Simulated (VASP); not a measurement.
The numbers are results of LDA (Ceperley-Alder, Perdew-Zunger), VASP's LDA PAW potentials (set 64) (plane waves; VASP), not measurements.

VASP input:

POSCAR:
```
Au
1
   -1.6572700000     1.6572700000     1.6572700000
    1.6572700000    -1.6572700000     1.6572700000
    1.6572700000     1.6572700000    -1.6572700000
Au
1
Direct
  0.0000000000   0.0000000000   0.0000000000
```

**KPOINTS**
```
Automatic mesh
0
gamma
14 14 14
0 0 0
```

**INCAR**
```
SYSTEM = Au
PREC = Accurate; ENCUT = 400; LREAL = F
LASPH = T
EDIFF = 1E-6; NELM = 100; ALGO = Normal
LMAXMIX = 6
ISMEAR = 1; SIGMA = 0.1
IBRION = 2; NSW = 60; ISIF = 3
EDIFFG = -0.01
LWAVE = F; LCHARG = F
```

POTCAR, in this order: Au (LDA.64 set). Program: vasp_std.

Output

**OSZICAR**
```
       N       E                     dE             d eps       ncg     rms          rms(c)
DAV:   1     0.287399963886E+02    0.28740E+02   -0.49705E+03  2248   0.859E+02
DAV:   2    -0.446580334871E+01   -0.33206E+02   -0.30700E+02  1953   0.164E+02
DAV:   3    -0.469695177620E+01   -0.23115E+00   -0.23104E+00  2163   0.146E+01
DAV:   4    -0.469757450498E+01   -0.62273E-03   -0.62272E-03  2018   0.826E-01
DAV:   5    -0.469757906191E+01   -0.45569E-05   -0.45575E-05  2011   0.698E-02    0.759E+00
DAV:   6    -0.437241726990E+01    0.32516E+00   -0.12293E+00  1884   0.102E+01    0.493E+00
DAV:   7    -0.435428697846E+01    0.18130E-01   -0.57294E-02  1993   0.211E+00    0.264E+00
DAV:   8    -0.435095080693E+01    0.33362E-02   -0.10090E-03  1973   0.382E-01    0.204E-01
DAV:   9    -0.435094844326E+01    0.23637E-05   -0.85763E-06  2017   0.262E-02    0.809E-03
DAV:  10    -0.435094962392E+01   -0.11807E-05   -0.88697E-07  1629   0.974E-03    0.324E-03
DAV:  11    -0.435094962540E+01   -0.14791E-08   -0.18203E-08   949   0.141E-03
   1 F= -.43509496E+01 E0= -.43510925E+01  d E =-.435095E+01
       N       E                     dE             d eps       ncg     rms          rms(c)
DAV:   1    -0.105987745287E+02   -0.62478E+01   -0.13445E+02  1880   0.128E+02    0.225E+01
DAV:   2    -0.452893068466E+01    0.60698E+01   -0.18737E+01  1883   0.429E+01    0.351E+00
DAV:   3    -0.418485960208E+01    0.34407E+00   -0.14910E+00  1939   0.115E+01    0.201E+00
DAV:   4    -0.418415285249E+01    0.70675E-03   -0.20860E-02  1982   0.130E+00    0.113E+00
DAV:   5    -0.418727648095E+01   -0.31236E-02   -0.13857E-02  2017   0.842E-01    0.757E-02
DAV:   6    -0.418739491751E+01   -0.11844E-03   -0.15547E-04  2100   0.122E-01    0.446E-02
DAV:   7    -0.418741400765E+01   -0.19090E-04   -0.50127E-06  1983   0.189E-02    0.542E-03
DAV:   8    -0.418741389027E+01    0.11738E-06   -0.22812E-07  1071   0.527E-03
   2 F= -.41874139E+01 E0= -.41875044E+01  d E =0.163536E+00
       N       E                     dE             d eps       ncg     rms          rms(c)
DAV:   1    -0.681479913491E+01   -0.26274E+01   -0.53198E+01  1881   0.834E+01    0.104E+01
DAV:   2    -0.455636352120E+01    0.22584E+01   -0.67848E+00  1880   0.261E+01    0.653E+00
DAV:   3    -0.442877505661E+01    0.12759E+00   -0.51243E-01  1948   0.675E+00    0.461E+00
DAV:   4    -0.442416104121E+01    0.46140E-02   -0.12369E-02  1973   0.834E-01    0.115E+00
DAV:   5    -0.442428273445E+01   -0.12169E-03   -0.18527E-03  2039   0.272E-01    0.391E-02
DAV:   6    -0.442432296991E+01   -0.40235E-04   -0.21423E-05  1982   0.429E-02    0.144E-02
DAV:   7    -0.442432864352E+01   -0.56736E-05   -0.18389E-06  2008   0.951E-03    0.399E-03
DAV:   8    -0.442432863460E+01    0.89160E-08   -0.27816E-08   943   0.184E-03
   3 F= -.44243286E+01 E0= -.44243850E+01  d E =-.733790E-01
       N       E                     dE             d eps       ncg     rms          rms(c)
DAV:   1    -0.442532251079E+01   -0.99387E-03   -0.18739E-02  1881   0.153E+00    0.176E-01
DAV:   2    -0.442448411475E+01    0.83840E-03   -0.29184E-03  1881   0.522E-01    0.733E-02
DAV:   3    -0.442444721209E+01    0.36903E-04   -0.17409E-04  1938   0.122E-01    0.528E-02
DAV:   4    -0.442444685965E+01    0.35244E-06   -0.63003E-06  1958   0.203E-02
   4 F= -.44244469E+01 E0= -.44245032E+01  d E =-.734972E-01
       N       E                     dE             d eps       ncg     rms          rms(c)
DAV:   1    -0.442485248649E+01   -0.40527E-03   -0.86793E-03  1881   0.104E+00    0.120E-01
DAV:   2    -0.442446284677E+01    0.38964E-03   -0.13550E-03  1882   0.356E-01    0.504E-02
DAV:   3    -0.442444589617E+01    0.16951E-04   -0.81423E-05  1947   0.833E-02    0.362E-02
DAV:   4    -0.442444587582E+01    0.20349E-07   -0.29701E-06  1953   0.139E-02
   5 F= -.44244459E+01 E0= -.44245021E+01  d E =-.734963E-01
       N       E                     dE             d eps       ncg     rms          rms(c)
DAV:   1    -0.442496070567E+01   -0.51481E-03   -0.11114E-02  1882   0.118E+00    0.136E-01
DAV:   2    -0.442446472880E+01    0.49598E-03   -0.17229E-03  1881   0.402E-01    0.577E-02
DAV:   3    -0.442444268230E+01    0.22046E-04   -0.10183E-04  1938   0.932E-02    0.414E-02
DAV:   4    -0.442444228553E+01    0.39678E-06   -0.35692E-06  1955   0.152E-02
   6 F= -.44244423E+01 E0= -.44244986E+01  d E =0.359029E-05
       N       E                     dE             d eps       ncg     rms          rms(c)
DAV:   1    -0.442460983867E+01   -0.16716E-03   -0.33329E-03  1882   0.646E-01    0.742E-02
DAV:   2    -0.442446147877E+01    0.14836E-03   -0.51446E-04  1881   0.220E-01    0.311E-02
DAV:   3    -0.442445479933E+01    0.66794E-05   -0.30873E-05  1919   0.513E-02    0.223E-02
DAV:   4    -0.442445468560E+01    0.11373E-06   -0.10816E-06  1890   0.843E-03
   7 F= -.44244547E+01 E0= -.44245110E+01  d E =-.880979E-05
```

File OUTCAR:
```
------------------------ aborting loop because EDIFF is reached ----------------------------------------
  FORCE on cell =-STRESS in cart. coord.  units (eV):
  Direction    XX          YY          ZZ          XY          YZ          ZX
  --------------------------------------------------------------------------------------
  Total       -0.0014373     -0.0014373     -0.0014373     -0.0000000      0.0000000      0.0000000
  in kB       -0.1384736     -0.1384736     -0.1384736     -0.0000000      0.0000000      0.0000000
  external PRESSURE =      -0.1384736 kB  Pullay stress =       0.0000000 kB
  volume of cell :       16.63
      direct lattice vectors                 reciprocal lattice vectors
    -1.607973328  1.607973328  1.607973328     0.000000000  0.310950431  0.310950431
     1.607973328 -1.607973328  1.607973328     0.310950431  0.000000000  0.310950431
     1.607973328  1.607973328 -1.607973328     0.310950431  0.310950431  0.000000000
 POSITION                                       TOTAL-FORCE (eV/Angst)
 -----------------------------------------------------------------------------------
      0.00000      0.00000      0.00000        -0.000000      0.000000      0.000000
 -----------------------------------------------------------------------------------
    total drift:                               -0.000000     -0.000000      0.000000
  FREE ENERGIE OF THE ION-ELECTRON SYSTEM (eV)
  ---------------------------------------------------
  free  energy   TOTEN  =        -4.4244546856 eV

  energy  without entropy=       -4.4246235135  energy(sigma->0) =       -4.42451096

 reached required accuracy - stopping structural energy minimisation
```
(Selected blocks of OUTCAR.)

File CONTCAR:
```
Au
   1.00000000000000
    -1.6079733279464501    1.6079733279464501    1.6079733279464501
     1.6079733279464501   -1.6079733279464501    1.6079733279464501
     1.6079733279464501    1.6079733279464501   -1.6079733279464501
  Au
     1
Direct
     0.0000000000000000    0.0000000000000000    0.0000000000000000
```

Energy and stress use the plane-wave basis of the starting cell.

The structure comes from a computed database's Au entry (Im-3m); how it stands against other phases isn't given here. This run relaxes it. Symmetry was kept, so distortions that lower it aren't found.
